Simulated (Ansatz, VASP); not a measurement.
**NaTi2Pt3: VASP beside Ansatz**

```xyz
6
Lattice="4.4847 0.0000 0.0000 -2.2424 3.8839 0.0000 0.0000 0.0000 5.9175" Properties=species:S:1:pos:R:3 pbc="T T T"
Na    0.0000    0.0000    0.0000
Ti    2.2424    1.2946    1.8967
Ti    0.0000    2.5893    4.0208
Pt    0.0000    2.5893    1.4649
Pt    0.0000    0.0000    2.9588
Pt    2.2424    1.2946    4.4526
```

Alike in both runs: functional PBE; k mesh 6 × 6 × 4; occupations gaussian, width 0.1 eV; no spin polarisation.

Ansatz relaxed the structure, and its values are those at the end. VASP's run is a single point on that final structure, the one shown.

|  | VASP | Ansatz |
| --- | --- | --- |
| version | VASP 6.6.1 | Ansatz 0.2.0 |
| potentials or method | VASP PAW PBE potentials, release 64 (Na_pv, Ti_sv, Pt) | scalar-relativistic, plane waves, PAW |
| plane-wave cutoff (eV) | 520 | 420 |
| valence electrons in the cell | 61 | 87 |

```csv
,VASP,Ansatz,Ansatz less VASP
gap on the k mesh at the Fermi level (eV),none,none,-
pressure (GPa),0.0,0.1,+0.10
rms of the force components (eV/Å),0.004,0.006,+0.0023
```

A gap of «none» marks a metal or a gap that the smearing closes. The two sets of potentials don't hold the same shells in valence.

Spin-orbit coupling is left out, which matters for the levels of Pt.
